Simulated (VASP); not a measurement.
Consider the following.

```yaml
crystal:
  lattice:
    - [1.66595, -2.97207, 0.00000]
    - [1.66595, 2.97207, 0.00000]
    - [0.00000, 0.00000, 5.34309]
  atoms:
    - { symbol: Sc, position: [0.33333, 0.66667, 0.25000] }
    - { symbol: Sc, position: [0.66667, 0.33333, 0.75000] }
```

Computed with r2SCAN meta-GGA, VASP's PBE PAW potentials (set 64) (plane waves; VASP 6.6.1). Settings: 480 eV cut-off, 12×12×8 Γ-centred mesh, first-order Methfessel-Paxton smearing of 0.10 eV, potentials Sc_sv.

Question: Which forces act on the atoms, in eV/Å?

Answer: 
```
atom     Fx      Fy     Fz
----  -----  ------  -----
Sc1   0.000  -0.052  0.000
Sc2   0.000   0.052  0.000
```

Question: Give the stress tensor in GPa (positive for a compressed cell).

Answer: 
```
-1.70   0.00   0.00
 0.00  -3.57   0.00
 0.00   0.00  -3.31
```
The pressure is its mean diagonal, -2.86 GPa.

The compound is Sc in the hcp structure. This cell was strained or had an atom moved on purpose.
